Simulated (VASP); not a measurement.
Here is a VASP 6.6.1 calculation.

File POSCAR:

```
NbFe3S4
1.0
    5.3848771400      0.0000000000      0.0000000000
    0.0000000000      5.3848771400      0.0000000000
    0.0000000000      0.0000000000      5.3848771400
Fe Nb S
3 1 4
Direct
    0.5000000000      0.0000000000      0.0000000000
    0.0000000000      0.5000000000      0.0000000000
    0.0000000000      0.0000000000      0.5000000000
    0.0000000000      0.0000000000      0.0000000000
    0.2426000000      0.2426000000      0.2426000000
    0.2426000000      0.7574000000      0.7574000000
    0.7574000000      0.7574000000      0.2426000000
    0.7574000000      0.2426000000      0.7574000000
```

File INCAR.step1:

```
SYSTEM = NbFe3S4
PREC = Accurate
ENCUT = 520
ISMEAR = 0
SIGMA = 0.1636
LREAL = .FALSE.
LASPH = .TRUE.
NELM = 100
NBANDS = 40
GGA = PE
ALGO = Normal
EDIFF = 1E-4
LWAVE = .TRUE.
LCHARG = .FALSE.
```

The input INCAR.step2:

```
SYSTEM = NbFe3S4
PREC = Accurate
ENCUT = 520
EDIFF = 1E-7
ISMEAR = 0
SIGMA = 0.1636
LREAL = .FALSE.
LASPH = .TRUE.
NELM = 100
ALGO = Normal
ISIF = 2
LWAVE = .FALSE.
LCHARG = .FALSE.
METAGGA = R2SCAN
LMIXTAU = .TRUE.
NBANDS = 40
ISTART = 1
```

Contents of KPOINTS:

```
regular mesh
0
G
  6 6 6
  0 0 0
```

Potentials or basis: VASP PAW PBE potentials, release 64 (Fe, Nb_sv, S).

Run with:

```console
$ cat potpaw_PBE.64/Fe/POTCAR potpaw_PBE.64/Nb_sv/POTCAR potpaw_PBE.64/S/POTCAR > POTCAR
$ cp INCAR.step1 INCAR
$ mpirun -np 1 vasp_std > vasp.out
$ cp INCAR.step2 INCAR
$ mpirun -np 1 vasp_std > vasp.out
```

**Question.** Predict the band gap on the k mesh.

**Answer.** None (metal or under the smearing width).

**Question.** What does it give for the largest force?

**Answer.** 0.924 eV/Å.

**Question.** What does it give for the pressure?

**Answer.** -3.0 GPa.

Forces on the atoms (eV/Å):
```
Fe   0.000  0.000  0.000
Fe   0.000  0.000  0.000
Fe   0.000  0.000  0.000
Nb   0.000  0.000  0.000
S    0.534  0.534  0.534
S    0.534 -0.534 -0.534
S   -0.534 -0.534  0.534
S   -0.534  0.534 -0.534
```

Caveat: the PAW data sets were made with another functional, which shifts forces and pressure a little; the run has no spin polarisation, though such a crystal can be magnetic. Spin polarisation is off, so any magnetic state and its effect on volume and gap are missing.
